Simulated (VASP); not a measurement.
VASP runs on AgI (wurtzite) share one base input (PBE GGA, plane waves, VASP's PBE PAW potentials (set 64)) and change the settings named in each case.

### POSCAR
```
AgI
1
    2.2950000000    -3.9750570000     0.0000000000
    2.2950000000     3.9750570000     0.0000000000
    0.0000000000     0.0000000000     7.5100000000
Ag I
2 2
Direct
  0.6666670000   0.3333330000   0.5000000000
  0.3333330000   0.6666670000   0.0000000000
  0.6666670000   0.3333330000   0.8750000000
  0.3333330000   0.6666670000   0.3750000000
```

INCAR:
```
ALGO  =  Normal
EDIFF  =  1E-6
ENCUT  =  400
GGA  =  PE
ISIF  =  2
ISMEAR  =  0
LASPH  =  .True.
LCHARG  =  .False.
LMAXMIX  =  4
LREAL  =  .False.
LWAVE  =  .False.
NELM  =  100
PREC  =  Accurate
SIGMA  =  0.05
SYSTEM  =  AgI
```

**KPOINTS**
```
Automatic mesh
0
Gamma
6 6 3
0 0 0
```

POTCAR, in this order: Ag I (PBE.64 set). Program: vasp_std.

| change | electronic steps |
|---|---|
| base run | 14 |
| ALGO = Fast | 13 |
| ALGO = VeryFast | 20 |
| ALGO = All | 15 |
| ALGO = Damped | 22 |
| ALGO = Conjugate | 15 |
 Unless said otherwise, spin-orbit coupling is left out, though it shifts the bands of the heavy elements here.

Left out are runs that ran out of time, are held back, or changed the cell or the kind of run, fixed moments of cells without a moment, rows past the twelfth, gaps on odd meshes, pressures of charged cells and columns that move by less than the noise.

The compound is AgI in the wurtzite structure. The cell was not relaxed at this level.
